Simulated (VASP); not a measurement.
# NaY (Pm-3m) in VASP: settings compared

One crystal, NaY, is run at these levels: LDA, PBE, PBEsol, RPBE; tasks: band structure.

Program: VASP 6.6.1. These are calculated values, not measurements. Logs are shortened: lines on timing, memory, paths and dates and some standing lists are left out, and cuts for length are marked.

**1. Starting point**

It takes space group Pm-3m (No. 221, cubic). Conventional cell: a = 4.012 Å, b = 4.012 Å, c = 4.012 Å, α = 90.00°, β = 90.00°, γ = 90.00°. Na (site symmetry m-3m) is surrounded by 8 Y at 3.47 Å. Y (site symmetry m-3m) has 8 Na at 3.47 Å as nearest neighbours.

The cell was built by a generator and needn't be a form met in nature.

**2. Band structure, LDA**

POSCAR

```
NaY
1.0
    4.0118800000      0.0000000000      0.0000000000
    0.0000000000      4.0118800000      0.0000000000
    0.0000000000      0.0000000000      4.0118800000
Na Y
1 1
Direct
    0.0000000000      0.0000000000      0.0000000000
    0.5000000000      0.5000000000      0.5000000000
```

INCAR.step1

```
ALGO = Normal
EDIFF = 1E-7
ENCUT = 520
ISIF = 2
ISMEAR = -1
LASPH = T
LCHARG = T
LMAXMIX = 4
LREAL = F
LWAVE = F
NELM = 60
PREC = Accurate
SIGMA = 0.05
```

KPOINTS.step1

```
k-points
0
Gamma
  7 7 7
```

INCAR.step2

```
ALGO = Normal
EDIFF = 1E-7
ENCUT = 520
ICHARG = 11
ISIF = 2
ISMEAR = 0
LASPH = T
LCHARG = F
LMAXMIX = 4
LREAL = F
LWAVE = F
NELM = 60
PREC = Accurate
SIGMA = 0.05
```

KPOINTS.step2

```
path GXMGRX,MR
10
line-mode
reciprocal
 0.0000000000  0.0000000000  0.0000000000  G
 0.0000000000  0.5000000000  0.0000000000  X

 0.0000000000  0.5000000000  0.0000000000  X
 0.5000000000  0.5000000000  0.0000000000  M

 0.5000000000  0.5000000000  0.0000000000  M
 0.0000000000  0.0000000000  0.0000000000  G

 0.0000000000  0.0000000000  0.0000000000  G
 0.5000000000  0.5000000000  0.5000000000  R

 0.5000000000  0.5000000000  0.5000000000  R
 0.0000000000  0.5000000000  0.0000000000  X

 0.5000000000  0.5000000000  0.0000000000  M
 0.5000000000  0.5000000000  0.5000000000  R
```

Potentials or basis: VASP PAW LDA potentials, release 64 (Na_pv, Y_sv).

The run is started by

```
$ cat potpaw_LDA.64/Na_pv/POTCAR potpaw_LDA.64/Y_sv/POTCAR > POTCAR
$ cp INCAR.step1 INCAR
$ cp KPOINTS.step1 KPOINTS
$ mpirun -np 1 vasp_std > vasp.out
$ cp INCAR.step2 INCAR
$ cp KPOINTS.step2 KPOINTS
$ mpirun -np 1 vasp_std > vasp.out
```

OUTCAR:

```text
EDIFF = 1E-7
   ENCUT = 520
   ICHARG = 11
   ISIF = 2
   ISMEAR = 0
   LASPH = T
   LREAL = F
   NELM = 60
   PREC = Accurate

 ion  position               nearest neighbor table
   1  0.000  0.000  0.000-   2 3.47   2 3.47   2 3.47   2 3.47   2 3.47   2 3.47   2 3.47   2 3.47

   2  0.500  0.500  0.500-   1 3.47   1 3.47   1 3.47   1 3.47   1 3.47   1 3.47   1 3.47   1 3.47

  LATTYP: Found a simple cubic cell.
 ALAT       =     4.0118800000

  Lattice vectors:

 A1 = (   4.0118800000,   0.0000000000,   0.0000000000)
 A2 = (   0.0000000000,   4.0118800000,   0.0000000000)
 A3 = (   0.0000000000,   0.0000000000,   4.0118800000)

Analysis of symmetry for initial positions (statically):
=====================================================================
 Subroutine PRICEL returns:
 Original cell was already a primitive cell.

 Routine SETGRP: Setting up the symmetry group for a
 simple cubic supercell.

 Subroutine GETGRP returns: Found 48 space group operations
 (whereof 48 operations were pure point group operations)
 out of a pool of 48 trial point group operations.

The static configuration has the point symmetry O_h .

Analysis of symmetry for dynamics (positions and initial velocities):
=====================================================================
 Subroutine PRICEL returns:
 Original cell was already a primitive cell.

 Routine SETGRP: Setting up the symmetry group for a
 simple cubic supercell.

 Subroutine GETGRP returns: Found 48 space group operations
 (whereof 48 operations were pure point group operations)
 out of a pool of 48 trial point group operations.

The dynamic configuration has the point symmetry O_h .

 Subroutine INISYM returns: Found 48 space group operations
 (whereof 48 operations are pure point group operations),
 and found     1 'primitive' translations

----------------------------------------------------------------------------------------

                                     Primitive cell

  volume of cell :      64.5719

  direct lattice vectors                    reciprocal lattice vectors
     4.011880000  0.000000000  0.000000000     0.249259699  0.000000000  0.000000000
     0.000000000  4.011880000  0.000000000     0.000000000  0.249259699  0.000000000
     0.000000000  0.000000000  4.011880000     0.000000000  0.000000000  0.249259699

  length of vectors
     4.011880000  4.011880000  4.011880000     0.249259699  0.249259699  0.249259699
[... 80 lines left out ...]
   TEBEG  =    0.0;   TEEND  =   0.0 temperature during run
   PSTRESS=    0.0 pullay stress
   NELECT =      18.0000    total number of electrons
   NUPDOWN=      -1.0000    fix difference up-down
   EMIN   =  10.00;   EMAX   =-10.00  energy-range for DOS
   EFERMI =   0.00;   METHOD = LEGACY
   ISMEAR =     0;   SIGMA  =   0.05  broadening in eV -4-tet -1-fermi 0-gaus
   EFERMI_NEDOS =   21; number of points for ismear=-14 and -15
   IALGO  =     38    algorithm
   IMIX   =      4    mixing-type and parameters
     AMIX     =   0.40;   BMIX     =  1.00
     AMIX_MAG =   1.60;   BMIX_MAG =  1.00
  volume/ion in A,a.u.               =      32.29       217.88
  Fermi-wavevector in a.u.,A,eV,Ry     =   1.069427  2.020924 15.560625  1.143674
  Thomas-Fermi vector in A             =   2.205106
   LORBIT       =      0    0 simple, 1 ext, 2 COOP (PROOUT), +10 PAW based schemes
   GGA     = CA    functional components
   LHFCALC =     F    Hartree Fock is set to
   AEXX    =    0.0000 exact exchange contribution
   IVDW    =     0    specifies the selected vdW correction
   LEPSILON=     F    determine dielectric tensor
   LRPA    =     F    only Hartree local field effects (RPA)
 non-spin polarized calculation
 Gauss-broadening in eV      SIGMA  =   0.05
  energy-cutoff  :      520.00
  volume of cell :       64.57
 maximum number of plane-waves:      1771
 NGX is ok and might be reduce to    30

 number of electron      17.9999982 magnetization

 Free energy of the ion-electron system (eV)
  ---------------------------------------------------
  ext. energy  EPLUGINS =         0.00000000
  ---------------------------------------------------
  free energy    TOTEN  =        -7.67519080 eV

  energy without entropy =       -7.66695859  energy(sigma->0) =       -7.67107470

 E-fermi :   1.5387     XC(G=0):  -8.5717

 val. band max:        1.5319594525   @ k =   0.0556   0.0556   0.0556
 cond. band min:       1.5419320969   @ k =   0.3889   0.3889   0.3889
 fundamental gap:      0.0099726444
 Fermi energy:         1.5387323019

 k-point     1 :       0.0000    0.0000    0.0000
  band No.  band energies     occupation
      1     -41.6630      2.00000
      2     -22.0380      2.00000
      3     -22.0380      2.00000
      4     -22.0380      2.00000
      5     -21.6660      2.00000
      6     -21.6660      2.00000
      7     -21.6660      2.00000
      8      -2.5286      2.00000
      9       1.4978      1.75332
     10       1.4978      1.75332
     11       4.4169      0.00000
     12       4.4169      0.00000
     13       4.4169      0.00000
[... 354 lines left out ...]
  band No.  band energies     occupation
      1     -41.6558      2.00000
      2     -22.0576      2.00000
      3     -22.0433      2.00000
      4     -22.0250      2.00000
      5     -21.7341      2.00000
      6     -21.7177      2.00000
      7     -21.6662      2.00000
      8      -0.3348      2.00000
      9       1.2618      2.00000
     10       2.1716      0.00000
     11       2.7071      0.00000
     12       3.5425      0.00000
     13       3.6436      0.00000

 [... further k-points ...]

------------------------ aborting loop because EDIFF is reached ----------------------------------------

  FORCE on cell =-STRESS in cart. coord.  units (eV):
  Direction    XX          YY          ZZ          XY          YZ          ZX
  --------------------------------------------------------------------------------------
  -------------------------------------------------------------------------------------
  Total       -1.1694125     -1.1694125     -1.1694125      0.0000000      0.0000000     -0.0000000
  in kB      -29.0157975    -29.0157975    -29.0157975      0.0000000      0.0000000     -0.0000000
  external PRESSURE =     -29.0157975 kB  Pullay stress =       0.0000000 kB

 VOLUME and BASIS-vectors are now :
 -----------------------------------------------------------------------------
  energy-cutoff  :      520.00
  volume of cell :       64.57
      direct lattice vectors                 reciprocal lattice vectors
     4.011880000  0.000000000  0.000000000     0.249259699  0.000000000  0.000000000
     0.000000000  4.011880000  0.000000000     0.000000000  0.249259699  0.000000000
     0.000000000  0.000000000  4.011880000     0.000000000  0.000000000  0.249259699

 POSITION                                       TOTAL-FORCE (eV/Angst)
 -----------------------------------------------------------------------------------
      0.00000      0.00000      0.00000         0.000000      0.000000      0.000000
      2.00594      2.00594      2.00594         0.000000      0.000000      0.000000
 -----------------------------------------------------------------------------------
    total drift:                                0.000000      0.000000      0.000000

  FREE ENERGIE OF THE ION-ELECTRON SYSTEM (eV)
  ---------------------------------------------------
  free  energy   TOTEN  =        -7.6751908045 eV

  energy  without entropy=       -7.6669585872  energy(sigma->0) =       -7.67107470
```

Run time: 21 s. Hardware: 1 thread of Intel Xeon 6975P-C (Granite Rapids), shared host; peak memory 0.18 GiB.

Results:

* Band gap along the path: none (metal or under the smearing width)

Levels at the corners of the path, in eV from the Fermi level:
| point | band 6 | band 7 | band 8 | band 9 | band 10 | band 11 | band 12 | band 13 |
| --- | --- | --- | --- | --- | --- | --- | --- | --- |
| Γ | -23.34 | -23.34 | -4.21 | -0.18 | -0.18 | 2.74 | 2.74 | 2.74 |
| X | -23.35 | -23.35 | -2.23 | -1.19 | 0.31 | 1.52 | 1.52 | 2.90 |
| X | -23.35 | -23.35 | -2.23 | -1.19 | 0.31 | 1.52 | 1.52 | 2.90 |
| M | -23.41 | -23.34 | -1.12 | -0.50 | 0.82 | 0.82 | 1.75 | 1.75 |
| M | -23.41 | -23.34 | -1.12 | -0.50 | 0.82 | 0.82 | 1.75 | 1.75 |
| Γ | -23.34 | -23.34 | -4.21 | -0.18 | -0.18 | 2.74 | 2.74 | 2.74 |
| Γ | -23.34 | -23.34 | -4.21 | -0.18 | -0.18 | 2.74 | 2.74 | 2.74 |
| R | -23.43 | -23.43 | -0.37 | -0.37 | -0.37 | 3.01 | 3.01 | 3.01 |
| R | -23.43 | -23.43 | -0.37 | -0.37 | -0.37 | 3.01 | 3.01 | 3.01 |
| X | -23.35 | -23.35 | -2.23 | -1.19 | 0.31 | 1.52 | 1.52 | 2.90 |
| M | -23.41 | -23.34 | -1.12 | -0.50 | 0.82 | 0.82 | 1.75 | 1.75 |
| R | -23.43 | -23.43 | -0.37 | -0.37 | -0.37 | 3.01 | 3.01 | 3.01 |

Caveat: the log is that of the step along the path at fixed density, whose energy, stress, charges and moments have no meaning.

**3. Band structure, PBE**

POSCAR is that of step 2.

Changes to INCAR.step1 since step 2:

```diff
@@ -3,2 +3,3 @@
 ENCUT = 520
+GGA = PE
 ISIF = 2
```

KPOINTS.step1 is that of step 2.

Changes to INCAR.step2 since step 2:

```diff
@@ -3,2 +3,3 @@
 ENCUT = 520
+GGA = PE
 ICHARG = 11
```

KPOINTS.step2 is that of step 2.

Potentials or basis: VASP PAW PBE potentials, release 64 (Na_pv, Y_sv).

The run is started by

```
$ cat potpaw_PBE.64/Na_pv/POTCAR potpaw_PBE.64/Y_sv/POTCAR > POTCAR
$ cp INCAR.step1 INCAR
$ cp KPOINTS.step1 KPOINTS
$ mpirun -np 1 vasp_std > vasp.out
$ cp INCAR.step2 INCAR
$ cp KPOINTS.step2 KPOINTS
$ mpirun -np 1 vasp_std > vasp.out
```

OUTCAR:

```text
EDIFF = 1E-7
   ENCUT = 520
   GGA = PE
   ICHARG = 11
   ISIF = 2
   ISMEAR = 0
   LASPH = T
   LREAL = F
   NELM = 60
   PREC = Accurate

 ion  position               nearest neighbor table
   1  0.000  0.000  0.000-   2 3.47   2 3.47   2 3.47   2 3.47   2 3.47   2 3.47   2 3.47   2 3.47

   2  0.500  0.500  0.500-   1 3.47   1 3.47   1 3.47   1 3.47   1 3.47   1 3.47   1 3.47   1 3.47

  LATTYP: Found a simple cubic cell.
 ALAT       =     4.0118800000

  Lattice vectors:

 A1 = (   4.0118800000,   0.0000000000,   0.0000000000)
 A2 = (   0.0000000000,   4.0118800000,   0.0000000000)
 A3 = (   0.0000000000,   0.0000000000,   4.0118800000)

Analysis of symmetry for initial positions (statically):
=====================================================================
 Subroutine PRICEL returns:
 Original cell was already a primitive cell.

 Routine SETGRP: Setting up the symmetry group for a
 simple cubic supercell.

 Subroutine GETGRP returns: Found 48 space group operations
 (whereof 48 operations were pure point group operations)
 out of a pool of 48 trial point group operations.

The static configuration has the point symmetry O_h .

Analysis of symmetry for dynamics (positions and initial velocities):
=====================================================================
 Subroutine PRICEL returns:
 Original cell was already a primitive cell.

 Routine SETGRP: Setting up the symmetry group for a
 simple cubic supercell.

 Subroutine GETGRP returns: Found 48 space group operations
 (whereof 48 operations were pure point group operations)
 out of a pool of 48 trial point group operations.

The dynamic configuration has the point symmetry O_h .

 Subroutine INISYM returns: Found 48 space group operations
 (whereof 48 operations are pure point group operations),
 and found     1 'primitive' translations

----------------------------------------------------------------------------------------

[... 112 lines left out ...]
   LRPA    =     F    only Hartree local field effects (RPA)
 non-spin polarized calculation
 Gauss-broadening in eV      SIGMA  =   0.05
  energy-cutoff  :      520.00
  volume of cell :       64.57
 maximum number of plane-waves:      1771
 NGX is ok and might be reduce to    30

 number of electron      17.9999978 magnetization

 Free energy of the ion-electron system (eV)
  ---------------------------------------------------
  ext. energy  EPLUGINS =         0.00000000
  ---------------------------------------------------
  free energy    TOTEN  =        -7.07457385 eV

  energy without entropy =       -7.06635543  energy(sigma->0) =       -7.07046464

 E-fermi :   1.7419     XC(G=0):  -8.3249

 val. band max:        1.7404377217   @ k =   0.0000   0.1667   0.0000
 cond. band min:       1.7485921619   @ k =   0.3889   0.3889   0.3889
 fundamental gap:      0.0081544402
 Fermi energy:         1.7418636055

 k-point     1 :       0.0000    0.0000    0.0000
  band No.  band energies     occupation
      1     -41.7277      2.00000
      2     -21.8063      2.00000
      3     -21.8063      2.00000
      4     -21.8063      2.00000
      5     -21.5964      2.00000
      6     -21.5964      2.00000
      7     -21.5964      2.00000
      8      -2.3395      2.00000
      9       1.7022      1.73756
     10       1.7022      1.73756
     11       4.6739      0.00000
     12       4.6739      0.00000
     13       4.6739      0.00000
[... 354 lines left out ...]
  band No.  band energies     occupation
      1     -41.7208      2.00000
      2     -21.8382      2.00000
      3     -21.8133      2.00000
      4     -21.7837      2.00000
      5     -21.6610      2.00000
      6     -21.6340      2.00000
      7     -21.6066      2.00000
      8      -0.1474      2.00000
      9       1.4777      2.00000
     10       2.3345      0.00000
     11       2.9191      0.00000
     12       3.7898      0.00000
     13       3.8924      0.00000

 [... further k-points ...]

------------------------ aborting loop because EDIFF is reached ----------------------------------------

  FORCE on cell =-STRESS in cart. coord.  units (eV):
  Direction    XX          YY          ZZ          XY          YZ          ZX
  --------------------------------------------------------------------------------------
  -------------------------------------------------------------------------------------
  Total       -0.1186521     -0.1186521     -0.1186521     -0.0000000      0.0000000      0.0000000
  in kB       -2.9440308     -2.9440308     -2.9440308     -0.0000000      0.0000000      0.0000000
  external PRESSURE =      -2.9440308 kB  Pullay stress =       0.0000000 kB

 VOLUME and BASIS-vectors are now :
 -----------------------------------------------------------------------------
  energy-cutoff  :      520.00
  volume of cell :       64.57
      direct lattice vectors                 reciprocal lattice vectors
     4.011880000  0.000000000  0.000000000     0.249259699  0.000000000  0.000000000
     0.000000000  4.011880000  0.000000000     0.000000000  0.249259699  0.000000000
     0.000000000  0.000000000  4.011880000     0.000000000  0.000000000  0.249259699

 POSITION                                       TOTAL-FORCE (eV/Angst)
 -----------------------------------------------------------------------------------
      0.00000      0.00000      0.00000         0.000000      0.000000      0.000000
      2.00594      2.00594      2.00594         0.000000      0.000000      0.000000
 -----------------------------------------------------------------------------------
    total drift:                                0.000000      0.000000      0.000000

  FREE ENERGIE OF THE ION-ELECTRON SYSTEM (eV)
  ---------------------------------------------------
  free  energy   TOTEN  =        -7.0745738484 eV

  energy  without entropy=       -7.0663554327  energy(sigma->0) =       -7.07046464
```

Run time: 22 s. Hardware: 1 thread of Intel Xeon 6975P-C (Granite Rapids), shared host; peak memory 0.2 GiB.

What came out:

```
Band gap along the path : none (metal or under the smearing width)
```

Levels at the corners of the path, in eV from the Fermi level:
```
point  band 6  band 7  band 8  band 9  band 10  band 11  band 12  band 13
    Γ  -23.47  -23.47   -4.22   -0.17    -0.17     2.80     2.80     2.80
    X  -23.49  -23.49   -2.24   -1.23     0.33     1.57     1.57     2.96
    X  -23.49  -23.49   -2.24   -1.23     0.33     1.57     1.57     2.96
    M  -23.52  -23.48   -1.10   -0.48     0.76     0.76     1.79     1.79
    M  -23.52  -23.48   -1.10   -0.48     0.76     0.76     1.79     1.79
    Γ  -23.47  -23.47   -4.22   -0.17    -0.17     2.80     2.80     2.80
    Γ  -23.47  -23.47   -4.22   -0.17    -0.17     2.80     2.80     2.80
    R  -23.57  -23.57   -0.36   -0.36    -0.36     2.96     2.96     2.96
    R  -23.57  -23.57   -0.36   -0.36    -0.36     2.96     2.96     2.96
    X  -23.49  -23.49   -2.24   -1.23     0.33     1.57     1.57     2.96
    M  -23.52  -23.48   -1.10   -0.48     0.76     0.76     1.79     1.79
    R  -23.57  -23.57   -0.36   -0.36    -0.36     2.96     2.96     2.96
```

Caveat: the log is that of the step along the path at fixed density, whose energy, stress, charges and moments have no meaning.

(Part 1 of 2 ends here.)
